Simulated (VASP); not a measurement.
Level of theory: optB88-vdW, VASP's PBE PAW potentials (set 64) (plane waves; VASP).

The input files of a VASP run:

**INCAR**
```
# general
SYSTEM  =HfC
PREC    =Accurate
ENCUT   =520
LREAL   =F
LASPH   =T

# electronic loop
EDIFF   =1E-7
NELM    =100
ALGO    =Normal
LMAXMIX =6

# smearing
ISMEAR  =1
SIGMA   =0.1

# functional
GGA     =BO
LUSE_VDW=T
AGGAC   =0.0
PARAM1  =0.1833333333
PARAM2  =0.22

# ions
ISIF    =2

# output
LWAVE   =F
LCHARG  =F
```

POSCAR:
```
HfC
4.601050
  0.0000000000   0.4999999647   0.4999999647
  0.4999999647   0.0000000000   0.4999999647
  0.4999999647   0.4999999647   0.0000000000
Hf C
1 1
Cartesian
  0.0000000000   0.0000000000   0.0000000000
  0.4999999647   0.4999999647   0.4999999647
```

**KPOINTS**
```
Automatic mesh
0
Gamma
14 14 14
0 0 0
```

POTCAR, in this order: Hf_pv C (PBE.64 set). Program: vasp_std.

The run wrote:

**OSZICAR**
```
       N       E                     dE             d eps       ncg     rms          rms(c)
DAV:   1     0.273421540817E+02    0.27342E+02   -0.77673E+03  2288   0.122E+03
DAV:   2    -0.191519365854E+02   -0.46494E+02   -0.44399E+02  3025   0.215E+02
DAV:   3    -0.208708506674E+02   -0.17189E+01   -0.17020E+01  2933   0.321E+01
DAV:   4    -0.208867876691E+02   -0.15937E-01   -0.15908E-01  2747   0.326E+00
DAV:   5    -0.208870091726E+02   -0.22150E-03   -0.22148E-03  3005   0.312E-01    0.596E+01
DAV:   6    -0.175002567344E+02    0.33868E+01   -0.22944E+01  2524   0.247E+01    0.425E+01
DAV:   7    -0.174351541441E+02    0.65103E-01   -0.71307E-01  2639   0.643E+00    0.263E+01
DAV:   8    -0.174318446420E+02    0.33095E-02   -0.53946E-02  2546   0.245E+00    0.708E+00
DAV:   9    -0.174253809276E+02    0.64637E-02   -0.30915E-02  2597   0.102E+00    0.188E+00
DAV:  10    -0.174252896523E+02    0.91275E-04   -0.66930E-04  2685   0.234E-01    0.623E-01
DAV:  11    -0.174252811930E+02    0.84593E-05   -0.29543E-04  2615   0.127E-01    0.560E-02
DAV:  12    -0.174252798527E+02    0.13403E-05   -0.87997E-06  2609   0.286E-02    0.804E-02
DAV:  13    -0.174252790981E+02    0.75460E-06   -0.10551E-06  2982   0.962E-03    0.265E-03
DAV:  14    -0.174252790907E+02    0.74701E-08   -0.18869E-08  1321   0.150E-03
   1 F= -.17425279E+02 E0= -.17425265E+02  d E =-.431265E-04
```

OUTCAR:
```
------------------------ aborting loop because EDIFF is reached ----------------------------------------
  FORCE on cell =-STRESS in cart. coord.  units (eV):
  Direction    XX          YY          ZZ          XY          YZ          ZX
  --------------------------------------------------------------------------------------
  Total        1.1817777      1.1817777      1.1817777      0.0000000      0.0000000      0.0000000
  in kB       77.7563020     77.7563020     77.7563020      0.0000000      0.0000000      0.0000000
  external PRESSURE =      77.7563020 kB  Pullay stress =       0.0000000 kB
  volume of cell :       24.35
      direct lattice vectors                 reciprocal lattice vectors
     0.000000000  2.300524837  2.300524837    -0.217341709  0.217341709  0.217341709
     2.300524837  0.000000000  2.300524837     0.217341709 -0.217341709  0.217341709
     2.300524837  2.300524837  0.000000000     0.217341709  0.217341709 -0.217341709
 POSITION                                       TOTAL-FORCE (eV/Angst)
 -----------------------------------------------------------------------------------
      0.00000      0.00000      0.00000         0.000000     -0.000000      0.000000
      2.30052      2.30052      2.30052        -0.000000      0.000000     -0.000000
 -----------------------------------------------------------------------------------
    total drift:                                0.000000     -0.000000     -0.000000
  FREE ENERGIE OF THE ION-ELECTRON SYSTEM (eV)
  ---------------------------------------------------
  free  energy   TOTEN  =       -17.4252790907 eV

  energy  without entropy=      -17.4252359642  energy(sigma->0) =      -17.42526472
```
(Selected blocks of OUTCAR.)

**OUTCAR**
```
 val. band max:        6.0655250054   @ k =   0.5000   0.5000   0.0000

 cond. band min:       6.1356835644   @ k =   0.3571   0.2857   0.0000


 Fermi energy:         6.1030240210

 k-point     1 :       0.0000    0.0000    0.0000
  band No.  band energies     occupation
      1     -23.4255      2.00000
      2     -23.4255      2.00000
      3     -23.4255      2.00000
      4      -6.2781      2.00000
      5       7.1180     -0.00000
      6       7.1180     -0.00000
      7       7.1180     -0.00000
      8       7.5074     -0.00000
      9       7.5074     -0.00000
     10       7.5074     -0.00000
     11       9.5857      0.00000

 k-point     2 :       0.0714    0.0000    0.0000
  band No.  band energies     occupation
      1     -23.4652      2.00000
      2     -23.4292      2.00000
      3     -23.4292      2.00000
      4      -6.1441      2.00000
      5       6.2217     -0.07045
      6       6.4818     -0.00000
      7       6.4818     -0.00000
      8       7.7751     -0.00000
      9       7.7751     -0.00000
     10       8.0963     -0.00000
     11      10.2281      0.00000

 k-point     3 :       0.1429    0.0000    0.0000
  band No.  band energies     occupation
      1     -23.5750      2.00000
      2     -23.4397      2.00000
      3     -23.4397      2.00000
      4      -5.7569      2.00000
      5       4.9828      2.00000
      6       5.5395      2.00000
      7       5.5395      2.00000
      8       8.2033      0.00000
      9       8.2033      0.00000
     10       8.5759      0.00000
     11      11.5466      0.00000

 k-point     4 :       0.2143    0.0000    0.0000
  band No.  band energies     occupation
      1     -23.7293      2.00000
      2     -23.4548      2.00000
      3     -23.4548      2.00000
      4      -5.1576      2.00000
      5       3.6975      2.00000
      6       4.6735      2.00000
      7       4.6735      2.00000
      8       8.8262      0.00000
      9       8.8263      0.00000
...
```

Unless said otherwise, spin-orbit coupling is left out, though it shifts the bands of the heavy elements here.

The compound is HfC in the rock salt structure. This cell is one point of a volume scan, at 0.97 of the reference volume.
